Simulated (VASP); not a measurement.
These are PBE GGA, VASP's PBE PAW potentials (set 64) (plane waves; VASP) values and carry that method's errors.

VASP input:

### POSCAR
```
NbP
1
    3.3132730000     0.0000000000     0.0000000000
   -1.6566370000     2.8693790000     0.0000000000
    0.0000000000     0.0000000000     3.2335900000
Nb P
1 1
Direct
  0.0000000000   0.0000000000   0.0000000000
  0.6666670000   0.3333330000   0.5000000000
```

**INCAR**
```
! general
SYSTEM =NbP
PREC   =Accurate
ENCUT  =400
LREAL  =.False.
LASPH  =.True.

! electronic loop
EDIFF  =1E-6
NELM   =100
ALGO   =Normal
LMAXMIX=4

! smearing
ISMEAR =0
SIGMA  =0.05

! functional
GGA    =PE

! ions
ISIF   =2

! output
LWAVE  =.False.
LCHARG =.False.
```

KPOINTS:
```
Automatic mesh
0
Monkhorst-Pack
7 7 6
0 0 0
```

POTCAR, in this order: Nb_sv P (PBE.64 set). Program: vasp_std.

**Question.** What will the output report for the number of irreducible k-points (NKPTS), number of bands (NBANDS), largest plane-wave count, number of space-group operations, FFT grid (NGX, NGY, NGZ)?

**Answer.** 
| Item | Value |
|---|---|
| number of irreducible k-points (NKPTS) | 24 |
| number of bands (NBANDS) | 13 |
| largest plane-wave count | 575 |
| number of space-group operations | 12 |
| FFT grid (NGX, NGY, NGZ) | 24 × 24 × 24 |

The structure was generated: NbP was put into the WC type (P-6m2), which need not be its known phase. The cell was not relaxed at this level. The k-mesh is coarse (spacing up to 0.32 per Å, 2π included), so the numbers may not be converged in it. The run is one of a series of settings (KPOINTS 7×7×6 Monkhorst-Pack mesh against the base run), some of them coarse on purpose.
